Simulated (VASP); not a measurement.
TiSi2 (Zhiqinite):

```
Ti Si
1.0
     0.00000    4.11800    4.26150
     2.38650    0.00000    4.26150
     2.38650    4.11800    0.00000
Ti Si
2 4
Cartesian
  3.5797 6.1770 6.3922
  2.3865 4.1180 4.2615
  1.1932 0.6836 2.1307
  1.1932 3.4344 2.1307
  2.3865 1.3754 4.2615
  2.3865 6.8606 4.2615
```

- Program: VASP 6.6.1
- Task: relaxation of cell and atoms
- Functional: PBE
- Dispersion: D3(BJ)
- Potentials or basis: VASP PAW PBE potentials, release 64 (Ti_sv, Si)
- Cutoff: 600 eV
- k mesh: 10 × 10 × 10
- Occupations: methfessel-paxton, width 0.1 eV
- Spin: no spin polarisation

At the start: pressure -4.2 GPa; volume 13.96 Å³/atom.

Question: How do energy, volume and symmetry change on relaxing?

Answer: Over 9 steps the energy falls by 7.4 meV/atom and the volume is 13.57 Å³/atom (-2.8 %); space group Fddd (No. 70, to 0.05 Å).

Step by step:
```
step  energy change (eV)  largest force (eV/Å)  pressure (GPa)  volume (Å³)
   1              0.0000                0.1969           -4.15        83.76
   2             -0.0131                0.1353            4.10        79.45
   3             -0.0354                0.1661            0.24        81.31
   4             -0.0407                0.1150            0.15        81.26
   5             -0.0412                0.0899            0.14        81.24
   6             -0.0442                0.0167            0.05        81.34
   7             -0.0444                0.0042            0.03        81.37
   8             -0.0444                0.0058            0.03        81.37
   9             -0.0444                0.0004           -0.01        81.40
```

Final structure:
```
Ti Si
1.0
     0.00000    4.06492    4.22977
     2.36708    0.00000    4.22977
     2.36708    4.06492    0.00000
Ti Si
2 4
Direct
  0.75000 0.75000 0.75000
  0.50000 0.50000 0.50000
  0.08650 0.41350 0.08650
  0.41350 0.08650 0.41350
  0.16350 0.83650 0.16350
  0.83650 0.16350 0.83650
```

Caveat: pairwise dispersion overbinds metals, which lowers pressure and volume.
